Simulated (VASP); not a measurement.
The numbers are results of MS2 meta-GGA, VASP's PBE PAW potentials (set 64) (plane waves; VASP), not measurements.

VASP ran on this input.

### KPOINTS
```
kpoints
0
G
  7 7 7
0 0 0
```

File POSCAR:
```
NaI
6.4293650
  0.0000000000   0.5000000202   0.5000000202
  0.5000000202   0.0000000000   0.5000000202
  0.5000000202   0.5000000202   0.0000000000
Na I
1 1
Cart
  0.0000000000   0.0000000000   0.0000000000
  0.5000000202   0.5000000202   0.5000000202
```

### INCAR
```
# general
SYSTEM =NaI
PREC   =Accurate
ENCUT  =520   # plane-wave cut-off (eV)
LREAL  =.FALSE.
LASPH  =.TRUE.   # aspherical one-centre terms

# electronic loop
EDIFF  =1E-7   # SCF stop (eV)
NELM   =100
ALGO   =Normal
LMAXMIX=4
LMIXTAU=.TRUE.

# smearing
ISMEAR =0   # Gaussian
SIGMA  =0.05   # width (eV)

# functional
METAGGA=MS2

# ions
ISIF   =2   # forces and stress, cell fixed

# output
LWAVE  =.FALSE.
LCHARG =.FALSE.
```

POTCAR, in this order: Na_pv I (PBE.64 set). Program: vasp_std.

The run wrote:

File OSZICAR:
```
       N       E                     dE             d eps       ncg     rms          rms(c)
DAV:   1     0.724188060872E+02    0.72419E+02   -0.66575E+03   440   0.110E+03
DAV:   2    -0.187985372630E+01   -0.74299E+02   -0.69497E+02   473   0.229E+02
DAV:   3    -0.705071726963E+01   -0.51709E+01   -0.51422E+01   548   0.642E+01
DAV:   4    -0.717426538100E+01   -0.12355E+00   -0.12346E+00   500   0.106E+01
DAV:   5    -0.717797729594E+01   -0.37119E-02   -0.37119E-02   520   0.191E+00    0.432E+00
DAV:   6    -0.441142320554E+01    0.27666E+01   -0.96268E-01   440   0.144E+01    0.157E+00
DAV:   7    -0.437753859353E+01    0.33885E-01   -0.10978E+00   440   0.135E+01    0.130E+00
DAV:   8    -0.463807514447E+01   -0.26054E+00   -0.76165E-01   440   0.107E+01    0.301E-01
DAV:   9    -0.408542701291E+01    0.55265E+00   -0.30586E-01   440   0.788E+00    0.137E-01
DAV:  10    -0.408858140840E+01   -0.31544E-02   -0.92208E-03   452   0.135E+00    0.250E-01
DAV:  11    -0.408745844351E+01    0.11230E-02   -0.35373E-03   449   0.816E-01    0.899E-02
DAV:  12    -0.409044973825E+01   -0.29913E-02   -0.33590E-03   449   0.773E-01    0.189E-02
DAV:  13    -0.409069327043E+01   -0.24353E-03   -0.16614E-04   497   0.129E-01    0.210E-02
DAV:  14    -0.409017088512E+01    0.52239E-03   -0.24503E-04   449   0.201E-01    0.109E-02
DAV:  15    -0.409065256453E+01   -0.48168E-03   -0.65738E-04   449   0.318E-01    0.126E-02
DAV:  16    -0.409071227005E+01   -0.59706E-04   -0.24242E-05   452   0.760E-02    0.456E-03
DAV:  17    -0.409071234168E+01   -0.71632E-07   -0.17711E-07   547   0.498E-03
   1 F= -.40907123E+01 E0= -.40907123E+01  d E =-.138621E-19
```

**OUTCAR**
```
------------------------ aborting loop because EDIFF is reached ----------------------------------------
  FORCE on cell =-STRESS in cart. coord.  units (eV):
  Direction    XX          YY          ZZ          XY          YZ          ZX
  --------------------------------------------------------------------------------------
  Total       -0.0063531     -0.0063531     -0.0063531      0.0000000     -0.0000000      0.0000000
  in kB       -0.1531968     -0.1531968     -0.1531968      0.0000000     -0.0000000      0.0000000
  external PRESSURE =      -0.1531968 kB  Pullay stress =       0.0000000 kB
  volume of cell :       66.44
      direct lattice vectors                 reciprocal lattice vectors
     0.000000000  3.214682630  3.214682630    -0.155536349  0.155536349  0.155536349
     3.214682630  0.000000000  3.214682630     0.155536349 -0.155536349  0.155536349
     3.214682630  3.214682630  0.000000000     0.155536349  0.155536349 -0.155536349
  FREE ENERGIE OF THE ION-ELECTRON SYSTEM (eV)
  ---------------------------------------------------
  free  energy   TOTEN  =        -4.0907123417 eV

  energy  without entropy=       -4.0907123417  energy(sigma->0) =       -4.09071234
```
(Selected blocks of OUTCAR.)

The compound is NaI in the rock salt structure. It was relaxed first.
